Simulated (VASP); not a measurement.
Data:

```xyz
2
Lattice="0.0000 2.3983 2.3983 2.3983 0.0000 2.3983 2.3983 2.3983 0.0000" Properties=species:S:1:pos:R:3 pbc="T T T"
Ca     0.0000     0.0000     0.0000
O      2.3983     2.3983     2.3983
```

Method: RPBE GGA, VASP's PBE PAW potentials (set 64) (plane waves; VASP). Settings: 520 eV cut-off, 9×9×9 Γ-centred mesh, Gaussian smearing of 0.050 eV, potentials Ca_sv O.

**Question.** Give the stress tensor in GPa (positive for a compressed cell).

**Answer.** 
```
6.80  0.00  0.00
0.00  6.80  0.00
0.00  0.00  6.80
```
The pressure is its mean diagonal, 6.80 GPa.

The compound is CaO in the rock salt structure. This cell is one point of a volume scan, at 0.94 of the reference volume.
